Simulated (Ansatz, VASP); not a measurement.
# LiBe16 in VASP and in Ansatz

```
Be Li
1.0
     4.58000    0.00000    0.00000
     2.29000    3.96640    0.00000
     0.00000    0.00000   18.38265
Be Li
16 1
Cartesian
  0.0000 1.3221 1.0000
  2.2900 1.3221 1.0000
  1.1450 3.3053 1.0000
  3.4350 3.3053 1.0000
  -0.0003 -0.0013 2.8602
  2.2904 0.0000 2.8707
  1.1462 1.9840 2.8612
  3.4339 1.9836 2.8593
  0.0015 1.3221 4.7024
  2.2894 1.3177 4.7012
  1.1409 3.3073 4.7037
  3.4386 3.3078 4.6988
  -0.0001 0.0065 6.5001
  2.2890 0.0000 6.6421
  1.1407 1.9808 6.5102
  3.4419 1.9792 6.4899
  2.3492 2.6448 8.5147
```

Alike in both runs: functional PBE; k mesh 5 × 5 × 1; occupations gaussian, width 0.1 eV; no spin polarisation.

Ansatz relaxed the structure, and its values are those at the end. VASP's run is a single point on that final structure, the one shown.

|  | VASP | Ansatz |
| --- | --- | --- |
| version | VASP 6.6.1 | Ansatz 0.2.0 |
| potentials or method | VASP PAW PBE potentials, release 64 (Be, Li_sv) | scalar-relativistic, plane waves, PAW |
| plane-wave cutoff (eV) | 520 | 420 |
| valence electrons in the cell | 35 | 35 |

|  | VASP | Ansatz | Ansatz less VASP |
| --- | --- | --- | --- |
| rms of the force components (eV/Å) | 0.011 | 0.011 | -0.0002 |

With one functional, cell and mesh, what is left measures potentials, basis and numerics. Ansatz warned: «xc_potential_rough_in_thin_density».
